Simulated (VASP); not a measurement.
Crystal: TiPt3.

```
Ti Pt
1.0
     3.89700    0.00000    0.00000
     0.00000    3.89700    0.00000
     0.00000    0.00000    3.89700
Ti Pt
1 3
Direct
  0.00000 0.00000 0.00000
  0.00000 0.50000 0.50000
  0.50000 0.00000 0.50000
  0.50000 0.50000 0.00000
```

| Quantity | Value |
| --- | --- |
| Program | VASP 6.6.1 |
| Task | relaxation of cell and atoms |
| Functional | r2SCAN |
| Potentials or basis | VASP PAW PBE potentials, release 64 (Ti_sv, Pt) |
| Cutoff | 600 eV |
| k mesh | 10 × 10 × 10 |
| Occupations | methfessel-paxton, width 0.1 eV |
| Spin | no spin polarisation |

At the start: pressure 5.8 GPa; volume 14.80 Å³/atom.

Question: How do energy, volume and symmetry change on relaxing?

Answer: Over 3 steps the energy falls by 5.6 meV/atom and the volume is 15.12 Å³/atom (+2.2 %); space group Pm-3m (No. 221, to 0.05 Å).

The path:
| step | energy change (eV) | largest force (eV/Å) | pressure (GPa) | volume (Å³) |
| --- | --- | --- | --- | --- |
| 1 | 0.0000 | 0.0000 | 5.85 | 59.18 |
| 2 | 0.1217 | 0.0000 | -12.56 | 63.93 |
| 3 | -0.0225 | 0.0000 | -0.10 | 60.48 |

Final structure:
```
Ti Pt
1.0
     3.92534    0.00000    0.00000
     0.00000    3.92534    0.00000
     0.00000    0.00000    3.92534
Ti Pt
1 3
Direct
  0.00000 0.00000 0.00000
  0.00000 0.50000 0.50000
  0.50000 0.00000 0.50000
  0.50000 0.50000 0.00000
```

Caveat: the PAW data sets were made with another functional, which shifts forces and pressure a little.
